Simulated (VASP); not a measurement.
Computed with PBE GGA, VASP's PBE PAW potentials (set 64) (plane waves; VASP).

The input files of a VASP run:

### POSCAR
```
Cd26S27
1
    0.0000000000     8.9029342209     8.9029342209
    8.9029342209     0.0000000000     8.9029342209
    8.9029342209     8.9029342209     0.0000000000
Cd S
26 27
Direct
  0.0000000000   0.0000000000   0.0000000000
  0.0000000000   0.0000000000   0.3333330000
  0.0000000000   0.0000000000   0.6666670000
  0.0000000000   0.3333330000   0.0000000000
  0.0000000000   0.3333330000   0.3333330000
  0.0000000000   0.3333330000   0.6666670000
  0.0000000000   0.6666670000   0.0000000000
  0.0000000000   0.6666670000   0.3333330000
  1.0000000000   0.6666670000   0.6666670000
  0.3333330000   0.0000000000   0.0000000000
  0.3333330000   0.0000000000   0.3333330000
  0.3333330000   0.0000000000   0.6666670000
  0.3333330000   0.3333330000   0.0000000000
  0.3333330000   0.3333330000   0.3333330000
  0.3333330000   0.6666670000   0.0000000000
  0.3333330000   0.6666670000   0.3333330000
  0.3333330000   0.6666670000   0.6666670000
  0.6666670000   0.0000000000   0.0000000000
  0.6666670000   0.0000000000   0.3333330000
  0.6666670000   1.0000000000   0.6666670000
  0.6666670000   0.3333330000   0.0000000000
  0.6666670000   0.3333330000   0.3333330000
  0.6666670000   0.3333330000   0.6666670000
  0.6666670000   0.6666670000   0.0000000000
  0.6666670000   0.6666670000   0.3333330000
  0.6666670000   0.6666670000   0.6666670000
  0.0833330000   0.0833330000   0.0833330000
  0.0833330000   0.0833330000   0.4166670000
  0.0833330000   0.0833330000   0.7500000000
  0.0833330000   0.4166670000   0.0833330000
  0.0833330000   0.4166670000   0.4166670000
  0.0836780000   0.4186430000   0.7533470000
  0.0833330000   0.7500000000   0.0833330000
  0.0833330000   0.7500000000   0.4166670000
  0.0833330000   0.7500000000   0.7500000000
  0.4166670000   0.0833330000   0.0833330000
  0.4166670000   0.0833330000   0.4166670000
  0.4191180000   0.0845910000   0.7525410000
  0.4166670000   0.4166670000   0.0833330000
  0.4149780000   0.4206360000   0.4150870000
  0.4136920000   0.4161650000   0.7550070000
  0.4166670000   0.7500000000   0.0833330000
  0.4166670000   0.7500000000   0.4166670000
  0.4166670000   0.7500000000   0.7500000000
  0.7500000000   0.0833330000   0.0833330000
  0.7500000000   0.0833330000   0.4166670000
  0.7500000000   0.0833330000   0.7500000000
  0.7500000000   0.4166670000   0.0833330000
  0.7500000000   0.4166670000   0.4166670000
  0.7500000000   0.4166670000   0.7500000000
  0.7500000000   0.7500000000   0.0833330000
  0.7500000000   0.7500000000   0.4166670000
  0.7500000000   0.7500000000   0.7500000000
```

INCAR:
```
ALGO = Fast
EDIFF = 1E-5
EDIFFG = -0.03
ENCUT = 400
GGA = PE
IBRION = 2
ISIF = 2
ISMEAR = 0
ISYM = 0
LASPH = T
LCHARG = F
LMAXMIX = 4
LREAL = Auto
LWAVE = F
NELM = 100
NELMIN = 4
NSW = 60
PREC = Normal
SIGMA = 0.05
SYSTEM = Cd26S27
```

**KPOINTS**
```
Automatic mesh
0
Gamma
1 1 1
0 0 0
```

POTCAR, in this order: Cd S (PBE.64 set). Program: vasp_gam.

The run wrote:

OSZICAR:
```
...
RMM:   7    -0.157600680753E+03    0.13653E-04   -0.21730E-05   374   0.823E-03    0.190E-02
RMM:   8    -0.157600675631E+03    0.51215E-05   -0.37052E-05   408   0.806E-03
   6 F= -.15760068E+03 E0= -.15756211E+03  d E =-.168969E-01
       N       E                     dE             d eps       ncg     rms          rms(c)
DAV:   1    -0.157578671153E+03    0.22010E-01   -0.18247E+01   568   0.767E+00    0.125E+00
RMM:   2    -0.157595682080E+03   -0.17011E-01   -0.19941E-01   568   0.885E-01    0.300E-01
RMM:   3    -0.157598521374E+03   -0.28393E-02   -0.29218E-02   568   0.355E-01    0.332E-01
RMM:   4    -0.157598643179E+03   -0.12181E-03   -0.43770E-03   576   0.135E-01    0.263E-01
RMM:   5    -0.157598417840E+03    0.22534E-03   -0.12342E-03   568   0.645E-02    0.114E-01
RMM:   6    -0.157598456799E+03   -0.38959E-04   -0.66112E-04   568   0.364E-02    0.602E-02
RMM:   7    -0.157598409110E+03    0.47689E-04   -0.75553E-05   439   0.153E-02    0.343E-02
RMM:   8    -0.157598395744E+03    0.13366E-04   -0.20363E-04   563   0.183E-02    0.150E-02
RMM:   9    -0.157598393373E+03    0.23709E-05   -0.17948E-05   361   0.784E-03
   7 F= -.15759839E+03 E0= -.15755984E+03  d E =-.146147E-01
       N       E                     dE             d eps       ncg     rms          rms(c)
DAV:   1    -0.157593485399E+03    0.49103E-02   -0.78870E+00   568   0.504E+00    0.832E-01
RMM:   2    -0.157600822594E+03   -0.73372E-02   -0.86310E-02   568   0.581E-01    0.194E-01
RMM:   3    -0.157602062475E+03   -0.12399E-02   -0.12676E-02   568   0.233E-01    0.220E-01
RMM:   4    -0.157602136127E+03   -0.73652E-04   -0.19516E-03   578   0.889E-02    0.183E-01
RMM:   5    -0.157602011417E+03    0.12471E-03   -0.55336E-04   568   0.428E-02    0.754E-02
RMM:   6    -0.157602032765E+03   -0.21349E-04   -0.31300E-04   560   0.247E-02    0.417E-02
RMM:   7    -0.157602009844E+03    0.22922E-04   -0.34709E-05   422   0.103E-02    0.233E-02
RMM:   8    -0.157602003616E+03    0.62281E-05   -0.72847E-05   447   0.110E-02
   8 F= -.15760200E+03 E0= -.15756345E+03  d E =-.182249E-01
       N       E                     dE             d eps       ncg     rms          rms(c)
DAV:   1    -0.157603622110E+03   -0.16123E-02   -0.23807E+00   568   0.274E+00    0.449E-01
RMM:   2    -0.157606696017E+03   -0.30739E-02   -0.36107E-02   568   0.336E-01    0.989E-02
RMM:   3    -0.157607304718E+03   -0.60870E-03   -0.60431E-03   570   0.137E-01    0.144E-01
RMM:   4    -0.157607368669E+03   -0.63951E-04   -0.11651E-03   589   0.537E-02    0.148E-01
RMM:   5    -0.157607278245E+03    0.90424E-04   -0.16689E-04   550   0.223E-02    0.915E-02
RMM:   6    -0.157607307961E+03   -0.29716E-04   -0.79804E-04   610   0.275E-02    0.492E-02
RMM:   7    -0.157607278068E+03    0.29892E-04   -0.30806E-05   386   0.842E-03    0.359E-02
RMM:   8    -0.157607255384E+03    0.22685E-04   -0.10601E-04   420   0.924E-03    0.134E-02
RMM:   9    -0.157607254821E+03    0.56240E-06   -0.13103E-05   350   0.472E-03
   9 F= -.15760725E+03 E0= -.15756869E+03  d E =-.525121E-02
       N       E                     dE             d eps       ncg     rms          rms(c)
DAV:   1    -0.157602282856E+03    0.49725E-02   -0.58660E+00   576   0.431E+00    0.703E-01
RMM:   2    -0.157609838319E+03   -0.75555E-02   -0.88255E-02   568   0.525E-01    0.154E-01
RMM:   3    -0.157611308898E+03   -0.14706E-02   -0.14760E-02   570   0.213E-01    0.229E-01
RMM:   4    -0.157611436533E+03   -0.12764E-03   -0.26116E-03   584   0.824E-02    0.226E-01
RMM:   5    -0.157611223677E+03    0.21286E-03   -0.42564E-04   568   0.353E-02    0.136E-01
RMM:   6    -0.157611272308E+03   -0.48630E-04   -0.15750E-03   606   0.391E-02    0.669E-02
RMM:   7    -0.157611216996E+03    0.55312E-04   -0.62082E-05   409   0.122E-02    0.489E-02
RMM:   8    -0.157611177967E+03    0.39029E-04   -0.18018E-04   454   0.122E-02    0.209E-02
RMM:   9    -0.157611176363E+03    0.16032E-05   -0.33030E-05   392   0.702E-03
  10 F= -.15761118E+03 E0= -.15757261E+03  d E =-.917275E-02
       N       E                     dE             d eps       ncg     rms          rms(c)
DAV:   1    -0.157610335621E+03    0.84235E-03   -0.25673E+00   584   0.278E+00    0.550E-01
RMM:   2    -0.157614158901E+03   -0.38233E-02   -0.44571E-02   568   0.356E-01    0.114E-01
RMM:   3    -0.157614932429E+03   -0.77353E-03   -0.77208E-03   573   0.147E-01    0.171E-01
RMM:   4    -0.157614979102E+03   -0.46673E-04   -0.11301E-03   584   0.564E-02    0.158E-01
RMM:   5    -0.157614886950E+03    0.92152E-04   -0.22694E-04   535   0.247E-02    0.892E-02
RMM:   6    -0.157614895204E+03   -0.82535E-05   -0.44091E-04   545   0.210E-02    0.363E-02
RMM:   7    -0.157614886760E+03    0.84437E-05   -0.21099E-05   374   0.743E-03
  11 F= -.15761489E+03 E0= -.15757632E+03  d E =-.371040E-02
       N       E                     dE             d eps       ncg     rms          rms(c)
DAV:   1    -0.157610458992E+03    0.44362E-02   -0.29569E+00   576   0.298E+00    0.596E-01
RMM:   2    -0.157614998990E+03   -0.45400E-02   -0.52635E-02   568   0.384E-01    0.123E-01
RMM:   3    -0.157615902930E+03   -0.90394E-03   -0.90405E-03   573   0.158E-01    0.187E-01
RMM:   4    -0.157615958712E+03   -0.55781E-04   -0.13336E-03   585   0.608E-02    0.174E-01
RMM:   5    -0.157615846901E+03    0.11181E-03   -0.26180E-04   545   0.265E-02    0.992E-02
RMM:   6    -0.157615857701E+03   -0.10801E-04   -0.54706E-04   565   0.232E-02    0.401E-02
RMM:   7    -0.157615847905E+03    0.97961E-05   -0.26165E-05   384   0.828E-03
  12 F= -.15761585E+03 E0= -.15757728E+03  d E =-.467154E-02
       N       E                     dE             d eps       ncg     rms          rms(c)
DAV:   1    -0.157612489281E+03    0.33684E-02   -0.29918E+00   576   0.296E+00    0.487E-01
RMM:   2    -0.157616860178E+03   -0.43709E-02   -0.50439E-02   568   0.365E-01    0.105E-01
RMM:   3    -0.157617798436E+03   -0.93826E-03   -0.92798E-03   576   0.149E-01    0.188E-01
RMM:   4    -0.157617813025E+03   -0.14589E-04   -0.97913E-04   581   0.534E-02    0.157E-01
RMM:   5    -0.157617701886E+03    0.11114E-03   -0.24087E-04   538   0.244E-02    0.919E-02
RMM:   6    -0.157617715443E+03   -0.13557E-04   -0.58280E-04   568   0.232E-02    0.381E-02
RMM:   7    -0.157617707640E+03    0.78028E-05   -0.24459E-05   377   0.803E-03
  13 F= -.15761771E+03 E0= -.15757914E+03  d E =-.185973E-02
       N       E                     dE             d eps       ncg     rms          rms(c)
DAV:   1    -0.157615686137E+03    0.20293E-02   -0.12736E+00   592   0.193E+00    0.327E-01
RMM:   2    -0.157617576925E+03   -0.18908E-02   -0.21796E-02   568   0.239E-01    0.676E-02
RMM:   3    -0.157617972739E+03   -0.39581E-03   -0.39201E-03   574   0.976E-02    0.122E-01
RMM:   4    -0.157617986176E+03   -0.13437E-04   -0.48460E-04   580   0.359E-02    0.104E-01
RMM:   5    -0.157617942075E+03    0.44101E-04   -0.84555E-05   421   0.154E-02    0.652E-02
RMM:   6    -0.157617945441E+03   -0.33659E-05   -0.27355E-04   483   0.155E-02    0.257E-02
RMM:   7    -0.157617941831E+03    0.36100E-05   -0.11563E-05   345   0.538E-03
  14 F= -.15761794E+03 E0= -.15757938E+03  d E =-.209393E-02
       N       E                     dE             d eps       ncg     rms          rms(c)
DAV:   1    -0.157617445584E+03    0.49986E-03   -0.81922E-01   568   0.164E+00    0.352E-01
RMM:   2    -0.157618466037E+03   -0.10205E-02   -0.12154E-02   568   0.211E-01    0.763E-02
RMM:   3    -0.157618639244E+03   -0.17321E-03   -0.18008E-03   568   0.860E-02    0.796E-02
RMM:   4    -0.157618656652E+03   -0.17408E-04   -0.30715E-04   581   0.342E-02    0.739E-02
RMM:   5    -0.157618635800E+03    0.20852E-04   -0.11179E-04   445   0.176E-02    0.131E-02
RMM:   6    -0.157618637870E+03   -0.20703E-05   -0.20619E-05   375   0.719E-03
  15 F= -.15761864E+03 E0= -.15758007E+03  d E =-.696039E-03
```

**OUTCAR**
```
------------------------ aborting loop because EDIFF is reached ----------------------------------------
  FORCE on cell =-STRESS in cart. coord.  units (eV):
  Direction    XX          YY          ZZ          XY          YZ          ZX
  --------------------------------------------------------------------------------------
  Total       -1.8115725     -1.8300947     -1.8352771     -0.0982692     -0.0071685      0.0047106
  in kB       -2.0565384     -2.0775652     -2.0834483     -0.1115575     -0.0081378      0.0053476
  external PRESSURE =      -2.0725173 kB  Pullay stress =       0.0000000 kB
  volume of cell :     1411.33
      direct lattice vectors                 reciprocal lattice vectors
     0.000000000  8.902934221  8.902934221    -0.056161260  0.056161260  0.056161260
     8.902934221  0.000000000  8.902934221     0.056161260 -0.056161260  0.056161260
     8.902934221  8.902934221  0.000000000     0.056161260  0.056161260 -0.056161260
  FREE ENERGIE OF THE ION-ELECTRON SYSTEM (eV)
  ---------------------------------------------------
  free  energy   TOTEN  =      -157.6186378698 eV

  energy  without entropy=     -157.5415106566  energy(sigma->0) =     -157.58007426

 reached required accuracy - stopping structural energy minimisation
```
(Selected blocks of OUTCAR.)

CONTCAR:
```
Cd26S27
   1.00000000000000
     0.0000000000000000    8.9029342209000006    8.9029342209000006
     8.9029342209000006    0.0000000000000000    8.9029342209000006
     8.9029342209000006    8.9029342209000006    0.0000000000000000
  Cd              S
    26    27
Direct
     0.0009616927974026    0.0009362617454209    0.9993509878135390
     0.0000405058270453    0.0002242377297737    0.3332679084527969
     0.0001385786935069    0.0001310997647197    0.6669899764600749
     0.0020703826860787    0.3361690650791451    0.9929826778503559
     0.9990994767292622    0.3340196312380597    0.3341575153262860
     0.0023912875887421    0.3360329839234141    0.6695795642549213
     0.0008464831924353    0.6657429667738937    0.9991054247660069
     0.0007031627675188    0.6661192920244231    0.3344259006738901
     0.0022597630296942    0.6598233188823133    0.6691192131605217
     0.3360348908196986    0.0024062501607390    0.9927286406382364
     0.3339431870275877    0.9996221231185789    0.3339592107677063
     0.3360911164463344    0.0025143414850465    0.6695595443267091
     0.3352923474459538    0.3355506463845226    0.9940306217736268
     0.3353010761508505    0.3357744477556667    0.3352784278351361
     0.3341797436479011    0.6665217230320655    0.9997047643589185
     0.3358762366478176    0.6593651966459692    0.3355735831074467
     0.3359701910992610    0.6591385302864594    0.6696186109243520
     0.6657771045461635    0.0007724440634555    0.9990801430610766
     0.6659906556911704    0.0009023631151446    0.3342912545816675
     0.6597567904319543    0.0023433888737712    0.6691105458368888
     0.6663876463170052    0.3341738968491165    0.9996806052022902
     0.6587747168674385    0.3361006720114061    0.3358577115388318
     0.6588472018375591    0.3360088006255783    0.6697161930907052
     0.6662960292495899    0.6662129728822768    0.9995410866307448
     0.6660394443396930    0.6663001165914986    0.3339844016927909
     0.6662769984680095    0.6663229337711346    0.6679701541572536
     0.0840053958197903    0.0841274306495846    0.0831331256811772
     0.0834818244992879    0.0835605809299820    0.4167287179560488
     0.0841055663526433    0.0840735164691936    0.7491832861965509
     0.0833965676134572    0.4158610438385453    0.0838982717208272
     0.0834650797828750    0.4161361353241786    0.4175315768418802
     0.0886942666427694    0.4153456360774204    0.7485164405413123
     0.0834087346139469    0.7498799609049346    0.0834620808564446
     0.0838352668135398    0.7502439035024607    0.4171826142709926
     0.0838737765050456    0.7502129914131940    0.7490694720676947
     0.4158473939546234    0.0836163758325202    0.0837568072750595
     0.4160168545656662    0.0838706453013756    0.4174941636245764
     0.4153318964848478    0.0891481432255455    0.7482112948568763
     0.4163632645488534    0.4164838142039829    0.0836870118679102
     0.4142838858322244    0.4149977619124715    0.4217862037398606
     0.4144129189348685    0.4147677950490752    0.7492784899248425
     0.4162393566851159    0.7506918018445441    0.0836982835510086
     0.4157955035025711    0.7497019508473239    0.4175453895647115
     0.4163119010994187    0.7507793030034300    0.7494956289238075
     0.7499137676337532    0.0834409862481632    0.0833368372988790
     0.7500120744474147    0.0840943795373936    0.4171364053499651
     0.7501830181985013    0.0839491500470640    0.7490442370099075
     0.7503060696194758    0.4161828545021728    0.0839358112576203
     0.7491929265571542    0.4160518507820454    0.4176110311248389
     0.7506133470669428    0.4163439749516403    0.7495283368061847
     0.7499658173937432    0.7499058511809482    0.0830841790833846
     0.7499252599970209    0.7501186488404368    0.4171024922966227
     0.7504705544887701    0.7505518087667898    0.7495451420282474
```

The supercell is sampled at Γ alone, which is coarse: total energies, pressure and levels can be off, energies of defects by several tenths of an eV.

The cell is a supercell with a defect, built from a database entry that may be metastable or hypothetical: vac_Cd. The run is not spin-polarised, so no state with unpaired spins was tried.
